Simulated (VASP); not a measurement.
# Si₂Mo (space group P6_222): computed properties

The numbers are results of r2SCAN meta-GGA, VASP's PBE PAW potentials (set 64) (plane waves; VASP), not measurements.

| Quantity | Value |
|---|---|
| space group | P6_222 (180) |
| cell | a = b = 4.5839 Å, c = 6.5781 Å, α = β = 90.00°, γ = 120.00° |
| volume per atom | 13.30 Å³/atom |
| band gap (over mesh and band path) | 0.15 eV |
| smallest direct gap (over mesh and band path) | 0.69 eV |
| band-edge character | indirect, L to M |
| density | 6.33 g/cm³ |

```cif
data_Mo3Si6
_chemical_formula_sum 'Si6 Mo3'
_space_group_name_H-M_alt 'P 1'
_space_group_IT_number 1
_cell_length_a 4.58388
_cell_length_b 4.58388
_cell_length_c 6.57811
_cell_angle_alpha 90.000
_cell_angle_beta 90.000
_cell_angle_gamma 120.000
loop_
_space_group_symop_operation_xyz
  'x, y, z'
loop_
_atom_site_label
_atom_site_type_symbol
_atom_site_fract_x
_atom_site_fract_y
_atom_site_fract_z
_atom_site_occupancy
Si1 Si 0.16392 0.83608 0.83333 1
Si2 Si 0.32784 0.16392 0.16667 1
Si3 Si 0.16392 0.32784 0.50000 1
Si4 Si 0.83608 0.16392 0.83333 1
Si5 Si 0.67216 0.83608 0.16667 1
Si6 Si 0.83608 0.67216 0.50000 1
Mo1 Mo 0.50000 0.00000 0.50000 1
Mo2 Mo 0.50000 0.50000 0.83333 1
Mo3 Mo 0.00000 0.50000 0.16667 1
```

The structure comes from a computed database's Si2Mo entry (P6_222); how it stands against other phases isn't given here. It was relaxed first. Symmetry was kept, so distortions that lower it aren't found.
